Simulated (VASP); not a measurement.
Set up this calculation in VASP 6.6.1, as the native input.

- Task: single point
- Functional: LDA
- Potentials or basis: VASP PAW LDA potentials, release 64 (Pt, Se)
- Cutoff: 520 eV
- k mesh: 15 × 15 × 10
- Occupations: gaussian, width 0.15 eV
- Spin: no spin polarisation
- Dipole correction: no
- Further INCAR settings: ALGO = Fast; EDIFF = 1e-06; NBANDS = 18

The structure of PtSe2 lies in POSCAR:

```
PtSe2
1.0
    3.7240006046      0.0000000000      0.0000000000
   -1.8620003023      3.2250791273      0.0000000000
    0.0000000000      0.0000000000      5.0620000000
Pt Se
1 2
Direct
    0.0000000000      0.0000000000      0.0000000000
    0.3333333333      0.6666666667      0.2500000000
    0.6666666667      0.3333333333      0.7500000000
```

One way to write it, as run:

INCAR

```
SYSTEM = PtSe2
ALGO = Fast ; EDIFF = 1E-6
ENCUT = 520 ; GGA = CA
ISIF = 2 ; ISMEAR = 0
LASPH = .TRUE. ; LCHARG = .FALSE.
LREAL = .FALSE. ; LWAVE = .FALSE.
NBANDS = 18 ; NELM = 100
PREC = Accurate ; SIGMA = 0.15
```

KPOINTS

```
k-points
0
G
  15 15 10
  0 0 0
```

Potentials or basis: VASP PAW LDA potentials, release 64 (Pt, Se).

The run is started by

```bash
$ cat potpaw_LDA.64/Pt/POTCAR potpaw_LDA.64/Se/POTCAR > POTCAR
$ mpirun -np 1 vasp_std > vasp.out
```

Results of the run:

The pressure is 0.0 GPa, the largest force is 0.214 eV/Å and the band gap on the k mesh is none (metal or under the smearing width).

It took 83 s on 1 thread of Intel(R) Xeon(R) 6975P-C (Granite Rapids), on a shared host, peak memory 0.36 GiB.
